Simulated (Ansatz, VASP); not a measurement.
# Li2ZrN3 in VASP and in Ansatz

INCAR

```
SYSTEM = Li2ZrN3
PREC = Accurate ; ENCUT = 520
EDIFF = 1E-7 ; ISMEAR = 0
SIGMA = 0.1 ; LREAL = .False.
LASPH = .True. ; NELM = 60
ALGO = Normal ; ISIF = 2
LWAVE = .False. ; LCHARG = .False.
GGA = PE ; NBANDS = 26
```

KPOINTS

```
regular mesh
0
Gamma
  4 4 4
  0 0 0
```

POSCAR

```
Li2ZrN3
1.0
    4.0266417000      0.0000000000      0.0000000000
    0.0000000000      4.0266417000      0.0000000000
    0.0000000000      0.0000000000      4.2889494200
Li Zr N
2 1 3
Direct
    0.0000000000      0.5000000000      0.0000000000
    0.5000000000      0.0000000000      0.0000000000
    0.0000000000      0.0000000000      0.0000000000
    0.0000000000      0.0000000000      0.3528428100
    0.0000000000      0.0000000000      0.6471571900
    0.5000000000      0.5000000000      0.5000000000
```

Input for Ansatz:

```yaml
crystal:
  lattice:
    - [4.0266417, 0.0, 0.0]
    - [0.0, 4.0266417, 0.0]
    - [0.0, 0.0, 4.28894942]
  atoms:
    - { symbol: Li, position: [0.0, 0.5, 0.0] }
    - { symbol: Li, position: [0.5, 0.0, 0.0] }
    - { symbol: Zr, position: [0.0, 0.0, 0.0] }
    - { symbol: "N", position: [0.0, 0.0, 0.35284281] }
    - { symbol: "N", position: [0.0, 0.0, 0.64715719] }
    - { symbol: "N", position: [0.5, 0.5, 0.5] }
basis:
  ecutwfc: 420
kpoints:
  mp_grid: { grid: [4, 4, 4] }
hamiltonian:
  xc: pbe
scf:
  occupations: { method: gaussian, width: 0.1 }
  lower_state_search: "off"
output:
  forces: true
  stress: true
  eigenvalues: true
```

Alike in both runs: task single point; functional PBE; k mesh 4 × 4 × 4; occupations gaussian, width 0.1 eV; no spin polarisation.

|  | VASP | Ansatz |
| --- | --- | --- |
| version | VASP 6.6.1 | Ansatz 0.2.0 |
| potentials or method | VASP PAW PBE potentials, release 64 (Li_sv, Zr_sv, N) | scalar-relativistic, plane waves, PAW |
| plane-wave cutoff (eV) | 520 | 420 |
| valence electrons in the cell | 33 | 33 |

|  | VASP | Ansatz | Ansatz less VASP |
| --- | --- | --- | --- |
| gap on the k mesh at the Fermi level (eV) | none | none | - |
| rms of the force components (eV/Å) | 6.912 | 6.824 | -0.0883 |

Atom by atom the forces differ by 0.088 eV/Å (rms over components). A gap of «none» marks a metal or a gap that the smearing closes.

Caveats: the k mesh is coarse (spacing up to 0.39 Å⁻¹), so the values aren't converged; forces of over 1 eV/Å show positions far from the minimum, so gaps and moduli don't describe the material at rest.
